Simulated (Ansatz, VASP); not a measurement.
# ZrBrN in two plane-wave programs, part 2 of 2

One calculation is typed for both programs; each brings its own data sets and cutoff. How far apart do they land? The structure shown is the end of the VASP relaxation below.

VASP 6.6.1 and Ansatz 0.2.0.

So far: The structure; VASP: relaxation, PBEsol; Ansatz: single point, PBEsol.

## 4. Differences

Known differences besides the potentials themselves: the cutoff is 420 eV in Ansatz and 400 eV in VASP (PREC = Normal); Ansatz makes its cores anew for this functional, VASP keeps those of its PBE data sets; VASP leaves aspherical gradient terms in its spheres out (LASPH is not set), Ansatz keeps them. Total energies have different zeros and are not compared.

Compared:

| quantity | Ansatz | VASP | difference |
| --- | --- | --- | --- |
| gap on the k mesh (eV) | 1.745 | 1.742 | +0.003 |

At this near-relaxed geometry the largest component of a force difference is 50 meV/Å. A gap on the mesh is an upper bound, since the band edges may lie between its points.

## 5. Further runs

Further runs change the set-up of one program: Ansatz's method, potentials or start, or VASP's data sets, cutoff or form of LDA. The table gives Ansatz less VASP for each quantity, since a change that brings one quantity closer may part another.

| run | r.m.s. force difference (meV/Å) | gap on the k mesh (eV) |
| --- | --- | --- |
| as above | 18 | 0.0035 |
| cores kept as stored | 17 | 0.0033 |
| Ansatz's larger PAW set (cutoff 900 eV) | 17 | 0.0019 |
| norm-conserving potentials (cutoff 1143 eV) | 12 | 0.012 |

## 6. VASP: band structure, PBEsol

The same path points are solved in both programs, so levels can be compared one by one.

Input file INCAR:

```
SYSTEM = ZrBrN
PREC = Normal
ENCUT = 400
EDIFF = 1E-06
NELM = 120
ISMEAR = 0
SIGMA = 0.05
LREAL = .FALSE.
ALGO = Fast
GGA = PS
NBANDS = 40
LORBIT = 11
LWAVE = .FALSE.
LCHARG = .TRUE.
IDIPOL = 3
LDIPOL = .TRUE.
DIPOL = 0.5 0.5 0.5
LVHAR = .TRUE.
LVACPOTAV = .TRUE.
LELF = .TRUE.
NEDOS = 1500
```

Input file POSCAR:

```
ZrBrN
1.0
    3.5810000000      0.0000000000      0.0000000000
    0.0000000000      4.1160000000      0.0000000000
    0.0000000000      0.0000000000     21.0907000000
Br Zr N
2 2 2
Direct
    0.5000000000      0.5000000000      0.6400665141
    0.0000000000      0.0000000000      0.3599334859
    0.0000000000      0.5000000000      0.5414784841
    0.5000000000      0.0000000000      0.4585215159
    0.0000000000      0.0000000000      0.5136551377
    0.5000000000      0.5000000000      0.4863448623
```

Input file KPOINTS:

```
Automatic mesh
0
Gamma
7 6 1
0 0 0
```

Input file KPOINTS_OPT:

```
Line mode
14
Line-mode
Reciprocal
  0.00000000   0.00000000   0.00000000 GAMMA
  0.50000000   0.00000000   0.00000000 X

  0.50000000   0.00000000   0.00000000 X
  0.50000000   0.50000000   0.00000000 S

  0.50000000   0.50000000   0.00000000 S
  0.00000000   0.50000000   0.00000000 Y

  0.00000000   0.50000000   0.00000000 Y
  0.00000000   0.00000000   0.00000000 GAMMA

  0.00000000   0.00000000   0.00000000 GAMMA
  0.50000000   0.50000000   0.00000000 S
```

Potentials, in the order of the species: Br, Zr_sv and N (PBE family, release 64).

Command:

```
> mpirun -np 2 vasp_std
```

Numbers of over 12 decimals in the logs are rounded to 6 here.

The program printed:

```text
[banner, memory and clock lines left out]
running    2 mpi-ranks, on    1 nodes
[...]
[... a notice as in an earlier step ...]

 LDA part: xc-table for (Slater+PW92), standard interpolation
 POSCAR, INCAR and KPOINTS ok, starting setup
[...]
entering main loop
       N       E                     dE             d eps       ncg     rms          rms(c)
DAV:   1     0.378397451758E+03    0.37840E+03   -0.18970E+04  1448   0.810E+02
DAV:   2    -0.140032423295E+02   -0.39240E+03   -0.37606E+03  1784   0.247E+02
DAV:   3    -0.563603531145E+02   -0.42357E+02   -0.41828E+02  1912   0.738E+01
DAV:   4    -0.587318382727E+02   -0.23715E+01   -0.23598E+01  1976   0.158E+01
[...]
RMM:  12    -0.492692394174E+02   -0.16580E-02   -0.15628E-02  2337   0.353E-01    0.890E-02
RMM:  13    -0.492700667613E+02   -0.82734E-03   -0.69071E-03  2369   0.241E-01    0.751E-02
RMM:  14    -0.492705767476E+02   -0.50999E-03   -0.27322E-03  2387   0.159E-01    0.768E-02
WARNING in EDDRMM: call to ZHEGV failed, returncode =   6  3      5
[...]
1 F= -.49271104E+02 E0= -.49271104E+02  d E =-.138936E-10
 Start KPOINTS_OPT (optional k-point list driver)
k-point batch [1-16\70]
       N       E                     dE             ncg
DAV:   1    -0.606353744010E+04   -0.16359E+05     1456
DAV:   2    -0.119108833539E+05   -0.58473E+04     1760
DAV:   3    -0.125482971796E+05   -0.63741E+03     1904
DAV:   4    -0.125922970867E+05   -0.44000E+02     2016
DAV:   5    -0.125933912699E+05   -0.10942E+01     1760
DAV:   6    -0.125934099355E+05   -0.18666E-01     1768
DAV:   7    -0.125934104281E+05   -0.49265E-03     1896
DAV:   8    -0.125934104382E+05   -0.10055E-04     1632
DAV:   9    -0.125934104383E+05   -0.17653E-06     1232
[...]
k-point batch [65-70\70]
       N       E                     dE             ncg
DAV:   1     0.329039692971E+03   -0.10621E+05      576
DAV:   2    -0.165320101737E+04   -0.19822E+04      672
DAV:   3    -0.186822000670E+04   -0.21502E+03      736
DAV:   4    -0.188303007042E+04   -0.14810E+02      720
DAV:   5    -0.188333567953E+04   -0.30561E+00      664
DAV:   6    -0.188333964089E+04   -0.39614E-02      696
DAV:   7    -0.188333973288E+04   -0.91991E-04      680
DAV:   8    -0.188333973844E+04   -0.55672E-05      680
DAV:   9    -0.188333973850E+04   -0.54433E-07      480
```

From OUTCAR (step 6):

```text
  Total       -0.8969129     -1.2938452     -1.0936401      0.0000000      0.0000000      0.0000000
  in kB       -4.6226411     -6.6684090     -5.6365627      0.0000000      0.0000000      0.0000000
  external PRESSURE =      -5.6425376 kB  Pullay stress =       0.0000000 kB

 POSITION                                       TOTAL-FORCE (eV/Angst)
 -----------------------------------------------------------------------------------
      1.79050      2.05800     13.49945         0.000000      0.000000     -0.001785
      0.00000      0.00000      7.59125         0.000000      0.000000      0.001785
      0.00000      2.05800     11.42016         0.000000      0.000000     -0.007948
      1.79050      0.00000      9.67054         0.000000      0.000000      0.007948
      0.00000      0.00000     10.83335         0.000000      0.000000      0.000186
      1.79050      2.05800     10.25735         0.000000      0.000000     -0.000186
 -----------------------------------------------------------------------------------
    total drift:                                0.000000      0.000000      0.000000

  FREE ENERGIE OF THE ION-ELECTRON SYSTEM (eV)
  ---------------------------------------------------
  free  energy   TOTEN  =       -49.2711042264 eV

  energy  without entropy=      -49.2711042264  energy(sigma->0) =      -49.27110423

[... 1 part as in an earlier step ...]

[... 2 further parts left out ...]
[key lines of the parts left out:]
E-fermi :  -2.2082
```

## 7. Ansatz: band structure, PBEsol

The same cell, functional, mesh and smearing now go to Ansatz, which takes its cutoff from its data sets.

Input file input.yaml:

```yaml
crystal:
  lattice:
    - [3.581, 0.0, 0.0]
    - [0.0, 4.116, 0.0]
    - [0.0, 0.0, 21.0907]
  atoms:
    - { symbol: Br, position: [0.5, 0.5, 0.6400665141] }
    - { symbol: Br, position: [0.0, 0.0, 0.3599334859] }
    - { symbol: Zr, position: [0.0, 0.5, 0.5414784841] }
    - { symbol: Zr, position: [0.5, 0.0, 0.4585215159] }
    - { symbol: "N", position: [0.0, 0.0, 0.5136551377] }
    - { symbol: "N", position: [0.5, 0.5, 0.4863448623] }
hamiltonian:
  xc: pbesol
  pseudopotentials: { kind: paw }
kpoints:
  mp_grid: { grid: [7, 6, 1] }
  band_path:
    path:
      - [0.0, 0.0, 0.0]
      - [0.07692, 0.0, 0.0]
      - [0.15385, 0.0, 0.0]
      - [0.26923, 0.0, 0.0]
      - [0.34615, 0.0, 0.0]
      - [0.42308, 0.0, 0.0]
      - [0.5, 0.0, 0.0]
      - [0.5, 0.07692, 0.0]
      - [0.5, 0.19231, 0.0]
      - [0.5, 0.26923, 0.0]
      - [0.5, 0.34615, 0.0]
      - [0.5, 0.46154, 0.0]
      - [0.5, 0.5, 0.0]
      - [0.42308, 0.5, 0.0]
      - [0.30769, 0.5, 0.0]
      - [0.23077, 0.5, 0.0]
      - [0.11538, 0.5, 0.0]
      - [0.03846, 0.5, 0.0]
      - [0.0, 0.5, 0.0]
      - [0.0, 0.38462, 0.0]
      - [0.0, 0.30769, 0.0]
      - [0.0, 0.23077, 0.0]
      - [0.0, 0.11538, 0.0]
      - [0.0, 0.03846, 0.0]
      - [0.03846, 0.03846, 0.0]
      - [0.11538, 0.11538, 0.0]
      - [0.19231, 0.19231, 0.0]
      - [0.30769, 0.30769, 0.0]
      - [0.38462, 0.38462, 0.0]
      - [0.5, 0.5, 0.0]
    npoints: 1
scf:
  occupations: { method: gaussian, width: 0.05 }
  n_extra_bands: 9
efield:
  axis: 3
  dipole_correction: true
  ramp_width: 0.04
output:
  forces: true
  eigenvalues: true
```

Command:

```
> ansatz run input.yaml --threads 4 --pin off --max-ram 9216MiB --backend cpu --events-out ev --progress --plain --runs-dir out
```

The program printed:

```text
[...]
Crystal: 6 atoms, lattice volume = 310.864 Å³
Basis set: ecut = 420 eV, 6021 PW (Γ), exchange–correlation on 48×60×288 points (8 copies of the dense FFT grid, shifted against one another)
Bands: 33, of which v1, the nominal top of the filled ones, is band 24 counted from 1 (23 counted from 0)
Symmetry: 4 space group operations
k-points: 16 of 42
[...]
k-point 1: bands = [... 20 lower, -2.7448, -2.1457, -1.8412, -1.4703, 1.2724, 2.0160, 2.3146, 2.5183, ... 5 higher]
  k-point 2: bands = [... 20 lower, -2.7135, -2.3880, -2.1214, -2.0197, 1.9231, 1.9914, 2.2589, 2.3463, ... 5 higher]
  k-point 15: bands = [... 20 lower, -2.7952, -2.7952, -2.6108, -2.6108, 1.8771, 1.8771, 2.2300, 2.2300, ... 5 higher]
[key lines of the parts left out:]
SCF converged after 7 iterations
Free energy (F): -14497.364597 eV
Fermi energy:    -0.246638 eV
Dipole field:    D = 0.000063 V/Å  (p = 0.000109 e·Å, saw-weighted, corrected)
Work function:   Φ+ = 5.5072 eV   Φ− = 5.5085 eV
```

The job ended after 9.2 s (4 threads of Arm Neoverse V1, shared host; peak memory 0.61 GiB; 32 s of CPU time).

## 8. Comparison

Both answers:

```
                     quantity  Ansatz   VASP  difference
gap over the path points (eV)   1.745  1.741      +0.004
```

Levels at points of the path, from each program's valence-band top (eV; 4 filled, then empty):

| k (reciprocal lattice) | Ansatz | VASP |
| --- | --- | --- |
| 0.000 0.000 0.000 | -1.43 -1.03 -0.51 0.00 1.75 3.23 3.30 | -1.43 -1.03 -0.51 0.00 1.74 3.23 3.30 |
| 0.077 0.000 0.000 | -1.42 -1.26 -0.71 -0.20 1.96 3.38 3.45 | -1.41 -1.26 -0.71 -0.20 1.95 3.38 3.45 |
| 0.154 0.000 0.000 | -1.59 -1.38 -1.01 -0.56 2.38 3.62 3.66 | -1.59 -1.37 -1.01 -0.56 2.38 3.62 3.66 |
| 0.269 0.000 0.000 | -1.40 -1.27 -0.98 -0.86 3.00 3.46 3.79 | -1.40 -1.26 -0.98 -0.86 3.00 3.47 3.79 |
| 0.346 0.000 0.000 | -1.32 -1.16 -0.92 -0.90 3.30 3.32 3.83 | -1.31 -1.16 -0.92 -0.90 3.30 3.32 3.83 |
| 0.423 0.000 0.000 | -1.22 -1.06 -0.93 -0.92 3.29 3.56 3.70 | -1.22 -1.05 -0.92 -0.92 3.29 3.57 3.70 |
| 0.500 0.000 0.000 | -1.05 -1.05 -0.97 -0.97 3.45 3.45 3.74 | -1.05 -1.05 -0.97 -0.97 3.45 3.45 3.75 |
| 0.500 0.077 0.000 | -1.03 -1.03 -0.93 -0.93 3.45 3.45 3.78 | -1.03 -1.03 -0.93 -0.93 3.45 3.45 3.79 |
| 0.500 0.192 0.000 | -1.26 -1.26 -0.65 -0.65 3.38 3.38 3.48 | -1.26 -1.26 -0.65 -0.65 3.39 3.39 3.48 |
| 0.500 0.269 0.000 | -1.45 -1.45 -0.68 -0.68 3.08 3.08 3.44 | -1.45 -1.45 -0.68 -0.68 3.08 3.08 3.44 |

At this near-relaxed geometry the largest component of a force difference is 42 meV/Å. Among the levels compared at these points, filled levels agree within 4 meV and empty ones within 5 meV.

## 9. What the set-up changes

Further runs change the set-up of one program: Ansatz's method, potentials or start, or VASP's data sets, cutoff or form of LDA. The table gives Ansatz less VASP for each quantity, since a change that brings one quantity closer may part another.

```
                                        run  r.m.s. force difference (meV/Å)  gap over the path points (eV)
                                   as above                               16                         0.0042
                       cores kept as stored                               14                         0.0040
    Ansatz's larger PAW set (cutoff 900 eV)                               15                         0.0026
norm-conserving potentials (cutoff 1143 eV)                              9.8                          0.013
```

## 10. Outcome

| Property | Result |
| --- | --- |
| r.m.s. force difference (single point, PBEsol) | 18 meV/Å |
| r.m.s. force difference (band structure, PBEsol) | 16 meV/Å |

What this shows: The r.m.s. force difference is 18 meV/Å (single point, PBEsol), beyond the 12 meV/Å picked in this series as the mark of a large difference. Single point, PBEsol, Ansatz's larger PAW set (cutoff 900 eV): the difference in gap on the k mesh goes from 0.0035 to 0.0019 eV. Single point, PBEsol, norm-conserving potentials (cutoff 1143 eV): r.m.s. force difference goes from 18 to 12 meV/Å; the difference in gap on the k mesh goes from 0.0035 to 0.012 eV. Band structure, PBEsol, Ansatz's larger PAW set (cutoff 900 eV): the difference in gap over the path points goes from 0.0042 to 0.0026 eV. Band structure, PBEsol, norm-conserving potentials (cutoff 1143 eV): r.m.s. force difference goes from 16 to 9.8 meV/Å; the difference in gap over the path points goes from 0.0042 to 0.013 eV. How closely two codes agree says nothing of how well the functional describes the real material.

[Lines on the potential files, build, host, timing and source positions are cut from VASP's logs without a mark.]

[Logs are printed without paths, hosts, clocks, repeated set-up lines and the standing remarks that a program may print on its own settings, such as how far it seeks lower states.]

[Hosts, paths, dates, database ids (printed as entryN), source tags and the programs' standing remarks are cut or masked in the printed files.]
